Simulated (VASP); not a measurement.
The system is HfHgF.

```xyz
3
Lattice="4.8227 0.0000 0.0000 -2.4113 4.1765 0.0000 0.0000 0.0000 3.0420" Properties=species:S:1:pos:R:3 pbc="T T T"
Hf    2.4114    1.3922    1.5210
Hg    0.0000    2.7844    1.5210
F     0.0000    0.0000    0.0000
```

The cell was built by a generator and needn't be a form met in nature.

* Program: VASP 6.6.1
* Task: single point
* Functional: PBE
* Potentials or basis: VASP PAW PBE potentials, release 64 (Hf_pv, Hg, F)
* Cutoff: 520 eV
* k mesh: 7 × 7 × 9
* Occupations: fermi-dirac, width 0.05 eV
* Spin: no spin polarisation

On this cell: pressure -0.3 GPa; largest force under 0.003 eV/Å; band gap on the k mesh none (metal or under the smearing width).

The same run follows on a disturbed copy (atoms moved at random, drawn with an rms of 0.05 Å):

```
CELL_PARAMETERS angstrom
4.82266 0.00000 0.00000
-2.41133 4.17654 0.00000
0.00000 0.00000 3.04197
ATOMIC_POSITIONS crystal
Hf 0.67387 0.33438 0.50024
Hg 0.33822 0.67649 0.50800
F 0.01293 0.99601 0.01078
```

Question: What changes?

Answer: The energy (extrapolated to zero smearing) moves by +1.9 meV/atom; pressure -0.2 GPa; largest force 0.427 eV/Å; band gap on the k mesh none (metal or under the smearing width).

Forces in eV/Å, atoms in the order of the input:
```
Hf  -0.293  0.303 -0.071
Hg   0.221 -0.270  0.053
F    0.072 -0.033  0.018
```

Stress tensor (GPa, compression positive):
```
-0.93  0.54  0.02
 0.54  0.72 -0.02
 0.02 -0.02 -0.36
```

Caveats: an odd number of electrons without spin polarisation forces a metal; a magnetic or distorted state may lie lower.
